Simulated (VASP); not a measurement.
These are PBE GGA, VASP's PBE PAW potentials (set 64) (plane waves; VASP) values and carry that method's errors.

VASP ran on this input.

### POSCAR
```
Pt3Ti
1
    3.9452998469     0.0000000000     0.0000000000
    0.0000000000     3.9452998469     0.0000000000
    0.0000000000     0.0000000000     3.9452998469
Ti Pt
1 3
Direct
  0.0000000000   0.0000000000   0.0000000000
  0.0000000000   0.5000000000   0.5000000000
  0.5000000000   0.0000000000   0.5000000000
  0.5000000000   0.5000000000   0.0000000000
```

KPOINTS:
```
Automatic mesh
0
G
  8 8 8
0 0 0
```

### INCAR
```
ALGO=Normal
EDIFF=1E-6
EDIFFG=-0.02
ENCUT=500
GGA=PE
IBRION=2
ISIF=3
ISMEAR=1
LASPH=.TRUE.
LCHARG=.FALSE.
LMAXMIX=6
LREAL=.FALSE.
LWAVE=.FALSE.
NELM=100
NSW=40
PREC=Accurate
SIGMA=0.1
SYSTEM=Pt3Ti
```

POTCAR, in this order: Ti_sv Pt (PBE.64 set). Program: vasp_std.

Output

**OSZICAR**
```
       N       E                     dE             d eps       ncg     rms          rms(c)
DAV:   1     0.374848286443E+03    0.37485E+03   -0.20695E+04  1750   0.174E+03
DAV:   2     0.114700766143E+01   -0.37370E+03   -0.36604E+03  1888   0.439E+02
DAV:   3    -0.318258385953E+02   -0.32973E+02   -0.31762E+02  2670   0.110E+02
DAV:   4    -0.327475778593E+02   -0.92174E+00   -0.91835E+00  2043   0.195E+01
DAV:   5    -0.327777404849E+02   -0.30163E-01   -0.30133E-01  2613   0.345E+00    0.208E+01
DAV:   6    -0.310762576570E+02    0.17015E+01   -0.24592E+01  2453   0.336E+01    0.147E+01
DAV:   7    -0.304454655938E+02    0.63079E+00   -0.32902E+01  2488   0.339E+01    0.991E+00
DAV:   8    -0.297049190899E+02    0.74055E+00   -0.16252E+00  2442   0.983E+00    0.448E+00
DAV:   9    -0.295933032102E+02    0.11162E+00   -0.19387E+00  2587   0.747E+00    0.211E+00
DAV:  10    -0.295500681015E+02    0.43235E-01   -0.27411E-01  2481   0.363E+00    0.327E-01
DAV:  11    -0.295519699495E+02   -0.19018E-02   -0.49105E-03  2411   0.535E-01    0.458E-01
DAV:  12    -0.295501115662E+02    0.18584E-02   -0.14867E-02  2578   0.688E-01    0.104E-01
DAV:  13    -0.295500679386E+02    0.43628E-04   -0.22228E-04  2094   0.105E-01    0.541E-02
DAV:  14    -0.295500718169E+02   -0.38783E-05   -0.32412E-05  2272   0.434E-02    0.525E-02
DAV:  15    -0.295500498980E+02    0.21919E-04   -0.11718E-04  2606   0.679E-02    0.732E-03
DAV:  16    -0.295500503765E+02   -0.47853E-06   -0.17003E-06  1438   0.901E-03
   1 F= -.29550050E+02 E0= -.29549914E+02  d E =-.295501E+02
```

File OUTCAR:
```
------------------------ aborting loop because EDIFF is reached ----------------------------------------
  FORCE on cell =-STRESS in cart. coord.  units (eV):
  Direction    XX          YY          ZZ          XY          YZ          ZX
  --------------------------------------------------------------------------------------
  Total        0.0620715      0.0620715      0.0620715      0.0000000     -0.0000000      0.0000000
  in kB        1.6194318      1.6194318      1.6194318      0.0000000     -0.0000000      0.0000000
  external PRESSURE =       1.6194318 kB  Pullay stress =       0.0000000 kB
  volume of cell :       61.41
      direct lattice vectors                 reciprocal lattice vectors
     3.945299847  0.000000000  0.000000000     0.253466159  0.000000000  0.000000000
     0.000000000  3.945299847  0.000000000     0.000000000  0.253466159  0.000000000
     0.000000000  0.000000000  3.945299847     0.000000000  0.000000000  0.253466159
 POSITION                                       TOTAL-FORCE (eV/Angst)
 -----------------------------------------------------------------------------------
      0.00000      0.00000      0.00000         0.000000      0.000000      0.000000
      0.00000      1.97265      1.97265         0.000000      0.000000      0.000000
      1.97265      0.00000      1.97265         0.000000      0.000000      0.000000
      1.97265      1.97265      0.00000         0.000000      0.000000      0.000000
 -----------------------------------------------------------------------------------
    total drift:                                0.000000      0.000000     -0.000000
  FREE ENERGIE OF THE ION-ELECTRON SYSTEM (eV)
  ---------------------------------------------------
  free  energy   TOTEN  =       -29.5500503765 eV

  energy  without entropy=      -29.5496426273  energy(sigma->0) =      -29.54991446

 reached required accuracy - stopping structural energy minimisation
```
(Selected blocks of OUTCAR.)

The compound is Pt3Ti in the L1_2 structure. It was relaxed first.
